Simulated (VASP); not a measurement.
A VASP calculation is set up with these files.

POSCAR:
```
Ca
1.0
  0.0000000000   2.7624366860   2.7624366860
  2.7624366860   0.0000000000   2.7624366860
  2.7624366860   2.7624366860   0.0000000000
Ca
1
Cart
  0.0000000000   0.0000000000   0.0000000000
```

### KPOINTS
```
K-points
0
G
  10 10 10
0 0 0
```

INCAR:
```
! general
SYSTEM  =  Ca
PREC    =  Accurate
ENCUT   =  480
LREAL   =  F
LASPH   =  T

! electronic loop
EDIFF   =  1E-6
NELM    =  100
ALGO    =  Normal

! smearing
ISMEAR  =  1
SIGMA   =  0.1

! functional
GGA     =  PE

! ions
IBRION  =  2
NSW     =  60
ISIF    =  3
EDIFFG  =  -0.01

! output
LWAVE   =  F
LCHARG  =  F
```

POTCAR, in this order: Ca_sv (PBE.64 set). Program: vasp_std.

Task: Translate this PBE calculation to Quantum ESPRESSO's pw.x.

Result: One equivalent input (not run):
```
&CONTROL
  calculation = 'vc-relax'
  pseudo_dir = './pseudo'
  outdir = './out'
  tprnfor = .true.
  tstress = .true.
  nstep = 60
  forc_conv_thr = 0.00039
/
&SYSTEM
  ibrav = 0
  nat = 1
  ntyp = 1
  ecutwfc = 68
  occupations = 'smearing'
  smearing = 'methfessel-paxton'
  degauss = 0.00735
  input_dft = 'pbe'
/
&ELECTRONS
  conv_thr = 7.3e-08
  electron_maxstep = 100
/
&IONS
/
&CELL
/
ATOMIC_SPECIES
  Ca 40.078 Ca.upf
CELL_PARAMETERS angstrom
     0.0000000    2.7624367    2.7624367
     2.7624367   -0.0000000    2.7624367
     2.7624367    2.7624367    0.0000000
ATOMIC_POSITIONS crystal
  Ca   0.0000000  0.0000000  0.0000000
K_POINTS automatic
  10 10 10 0 0 0
```
Limits of the translation: the potentials are each code's own (VASP's PAW set, PseudoDojo norm-conserving files in pw.x), so ENCUT and ecutwfc are chosen apart and not converted; conv_thr bounds pw.x's estimated SCF error, while EDIFF bounds the energy change between steps; forc_conv_thr acts on force components and is met together with etot_conv_thr.

The compound is Ca in the fcc structure. It was relaxed first. The start is the result of an earlier pass.
